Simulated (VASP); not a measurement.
Consider the following.

```xyz
4
Lattice="4.1800 2.0900 2.0900 2.0900 4.1800 2.0900 2.0900 2.0900 4.1800" Properties=species:S:1:pos:R:3 pbc="T T T"
Ni     0.0000     0.0000     0.0000
Ni     4.1800     4.1800     4.1800
O      2.0900     2.0900     2.0900
O      6.2700     6.2700     6.2700
```
Starting moments (μB, in the order of the record's atoms Ni Ni O O): 2.0 -2.0 0.0 0.0.

The numbers are results of PBE GGA, VASP's PBE PAW potentials (set 64) (plane waves; VASP), not measurements. Settings: EDIFF = 1E-5, 520 eV cut-off, 8×8×8 Γ-centred mesh, Gaussian smearing of 0.050 eV, potentials Ni O.

Task: Give the stress tensor in GPa (positive for a compressed cell).

Result: 
```
 1.28  -0.25  -0.25
-0.25   1.28  -0.25
-0.25  -0.25   1.28
```
The pressure is its mean diagonal, 1.28 GPa.

The compound is NiO in the rock salt, AFM-II order structure. The cell was not relaxed at this level. The run is one of a series of settings (EDIFF = 1E-5 against the base run), some of them coarse on purpose.
